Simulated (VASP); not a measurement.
Output of a VASP run:

OSZICAR:
```
       N       E                     dE             d eps       ncg     rms          rms(c)
DAV:   1    -0.546706710024E+03   -0.54671E+03   -0.10044E+01   644   0.789E+00    0.146E+01
DAV:   2    -0.546769837005E+03   -0.63127E-01   -0.26588E-01   726   0.117E+00    0.106E+01
DAV:   3    -0.546752434667E+03    0.17402E-01   -0.12281E-02   750   0.271E-01    0.620E+00
DAV:   4    -0.546746374607E+03    0.60601E-02   -0.38149E-03   760   0.133E-01    0.357E+00
DAV:   5    -0.546744449661E+03    0.19249E-02   -0.99167E-04   760   0.687E-02    0.203E+00
DAV:   6    -0.546743822640E+03    0.62702E-03   -0.29555E-04   728   0.410E-02    0.115E+00
DAV:   7    -0.546743622258E+03    0.20038E-03   -0.10097E-04   711   0.246E-02    0.653E-01
DAV:   8    -0.546743560188E+03    0.62070E-04   -0.21201E-05   422   0.125E-02    0.378E-01
DAV:   9    -0.546743541617E+03    0.18572E-04   -0.10497E-05   430   0.948E-03    0.213E-01
DAV:  10    -0.546743537072E+03    0.45441E-05   -0.29266E-06   438   0.498E-03
   1 F= -.54674354E+03 E0= -.54674354E+03  d E =-.234085E-11  mag=     1.0000
```

### OUTCAR
```
------------------------ aborting loop because EDIFF is reached ----------------------------------------
  volume of cell :      671.84
      direct lattice vectors                 reciprocal lattice vectors
     8.758331436  0.000000000  0.000000000     0.114176999  0.000000000  0.000000000
     0.000000000  8.758331436  0.000000000     0.000000000  0.114176999  0.000000000
     0.000000000  0.000000000  8.758331436     0.000000000  0.000000000  0.114176999
  FREE ENERGIE OF THE ION-ELECTRON SYSTEM (eV)
  ---------------------------------------------------
  free  energy   TOTEN  =      -546.7435370724 eV

  energy  without entropy=     -546.7435370724  energy(sigma->0) =     -546.74353707

  exchange ACFDT corr.  =         0.00000000  see jH, gK, PRB 81, 115126

 total charge

# of ion       s       p       d       tot
------------------------------------------
    1        0.705   0.955   0.000   1.660
    2        0.709   0.980   0.000   1.688
    3        0.708   0.979   0.000   1.687
    4        0.708   0.979   0.000   1.687
    5        0.708   0.979   0.000   1.687
    6        0.708   0.979   0.000   1.687
    7        0.708   0.979   0.000   1.688
    8        0.708   0.979   0.000   1.687
    9        0.709   0.971   0.000   1.679
   10        0.709   0.971   0.000   1.680
   11        0.708   0.979   0.000   1.687
   12        0.709   0.973   0.000   1.682
   13        0.709   0.980   0.000   1.688
   14        0.705   0.955   0.000   1.660
   15        0.708   0.979   0.000   1.687
   16        0.708   0.979   0.000   1.687
   17        0.709   0.972   0.000   1.681
   18        0.709   0.972   0.000   1.681
   19        0.705   0.955   0.000   1.660
   20        0.709   0.971   0.000   1.679
   21        0.709   0.970   0.000   1.679
   22        0.708   0.979   0.000   1.687
   23        0.709   0.973   0.000   1.682
   24        0.709   0.973   0.000   1.682
   25        0.708   0.979   0.000   1.687
   26        0.708   0.979   0.000   1.687
   27        0.709   0.972   0.000   1.681
   28        0.709   0.979   0.000   1.688
   29        0.709   0.971   0.000   1.680
   30        0.709   0.971   0.000   1.679
   31        0.708   0.979   0.000   1.688
   32        0.832   1.703   0.000   2.535
   33        0.832   1.703   0.000   2.535
   34        0.837   1.686   0.000   2.523
   35        0.833   1.714   0.000   2.546
   36        0.835   1.724   0.000   2.559
   37        0.835   1.724   0.000   2.559
   38        0.833   1.713   0.000   2.546
   39        0.840   1.707   0.000   2.547
   40        0.818   1.629   0.000   2.447
   41        0.840   1.708   0.000   2.547
   42        0.835   1.724   0.000   2.559
   43        0.835   1.725   0.000   2.560
   44        0.837   1.697   0.000   2.534
   45        0.832   1.704   0.000   2.535
   46        0.832   1.703   0.000   2.535
   47        0.835   1.724   0.000   2.559
   48        0.824   1.612   0.000   2.437
   49        0.835   1.724   0.000   2.559
   50        0.832   1.702   0.000   2.535
   51        0.818   1.629   0.000   2.447
   52        0.790   1.444   0.000   2.234
...
```
(Selected blocks of OUTCAR.)

### POSCAR
```
C33Si31
1
    8.7583314355     0.0000000000     0.0000000000
    0.0000000000     8.7583314355     0.0000000000
    0.0000000000     0.0000000000     8.7583314355
Si C
31 33
Direct
  0.5004836114   0.9990906608   0.0005638664
  0.7488379562   0.2507353006   0.0010403969
  0.7487499792   0.9996603851   0.2495878365
  0.0005469156   0.9990287204   0.0005068765
  0.2493552898   0.2507877385   0.9998977041
  0.5003234309   0.4992410946   0.0004023487
  0.7488214773   0.7500922690   0.0000839354
  0.2493502735   0.9985808585   0.2494245867
  0.4985576249   0.2543688767   0.2530908919
  0.7449216504   0.5007495362   0.2532643254
  0.5004065702   0.9990348130   0.5004343553
  0.7451727212   0.2541203139   0.5021705130
  0.7490113034   0.9986113063   0.7490134508
  0.0003894483   0.4991512750   0.0004621358
  0.2496671398   0.7499240430   0.0006517373
  0.9997614497   0.2507138702   0.2494978934
  0.2527620129   0.4975692896   0.2528291361
  0.5019330246   0.7466263831   0.2530659664
  0.0004486199   0.9989587455   0.5004794583
  0.2531602722   0.2542024527   0.4987042555
  0.7453146138   0.7462507167   0.4988877183
  0.2496022567   0.9995241701   0.7488359801
  0.5021386335   0.2541314901   0.7454154745
  0.7453901984   0.4974046974   0.7453462082
  0.0007248768   0.7499024959   0.2494988544
  0.0003464102   0.4989858999   0.5003384772
  0.2527914846   0.7465746410   0.5019787791
  0.0008178964   0.2505931742   0.7487819346
  0.2531707138   0.5005804124   0.7449477071
  0.4989454595   0.7463049694   0.7449951462
  0.0000536104   0.7499643529   0.7489454750
  0.6242981444   0.1270848129   0.1270876366
  0.8723677257   0.3752334207   0.1270763598
  0.8725061515   0.1269049736   0.3751551414
  0.1247796602   0.1247839419   0.1248537357
  0.3745279865   0.3747981034   0.1244250348
  0.6246511997   0.6249148353   0.1246097459
  0.8747182856   0.8747072365   0.1248949025
  0.3746817160   0.1243437150   0.3746044348
  0.6104625967   0.3886962445   0.3892717861
  0.8749013004   0.6246081874   0.3746892446
  0.6249101191   0.1243599133   0.6250951501
  0.8748804222   0.3744248284   0.6248764646
  0.8747937892   0.1247705734   0.8749086608
  0.1268477226   0.6243319991   0.1266777107
  0.3752397140   0.8726279397   0.1267948879
  0.1245531999   0.3745711962   0.3746272541
  0.3881134204   0.6112260855   0.3883258857
  0.6249240041   0.8749025477   0.3748446333
  0.1270452328   0.1268722015   0.6244139775
  0.3892350979   0.3885379842   0.6106936069
  0.5000558256   0.4991625252   0.5001464955
  0.6108347151   0.6102177669   0.6107621432
  0.8726549253   0.8724728383   0.6246258013
  0.3750480219   0.1269194613   0.8726762503
  0.6249171361   0.3746020090   0.8750668033
  0.8725724082   0.6245292744   0.8726844833
  0.1267284656   0.8725929882   0.3751782772
  0.1245101762   0.6246809718   0.6247992817
  0.3746882142   0.8748466694   0.6247827704
  0.1268862836   0.3751260159   0.8723949088
  0.3748338070   0.6246859683   0.8746212826
  0.6244864283   0.8725648954   0.8726047100
  0.1250161789   0.8745899228   0.8747731136
```

Task: Reconstruct the remaining input files.

Result: One answer among several that fit: the input of the run itself, HSE06 screened hybrid, plane waves, VASP's PBE PAW potentials (set 64).

**KPOINTS**
```
Automatic mesh
0
Gamma
1 1 1
0 0 0
```

**INCAR**
```
SYSTEM  =  C33Si31
PREC  =  Normal; ENCUT  =  400; LREAL  =  Auto
LASPH  =  .True.; ISYM  =  0; NELECT  =  257.0
EDIFF  =  1E-5; NELM  =  50; NELMIN  =  4
ALGO  =  Normal
ISMEAR  =  0; SIGMA  =  0.05
GGA  =  PE; LHFCALC  =  .True.; AEXX  =  0.25
HFSCREEN  =  0.2; PRECFOCK  =  Fast
ISPIN  =  2; MAGMOM  =  64*0.0156; NUPDOWN  =  1
ISIF  =  0
LWAVE  =  .False.; LCHARG  =  .False.; LORBIT  =  10
```

POTCAR, in this order: Si C (PBE.64 set). Program: vasp_gam. Read from the step before: WAVECAR.

The cell is charged, with a uniform compensating background. The supercell is sampled at Γ alone, which is coarse: total energies, pressure and levels can be off, energies of defects by several tenths of an eV.

The cell is a supercell with a defect, built from SiC (zinc blende): C_Si, charge -1. The cell's shape comes from a PBE relaxation.
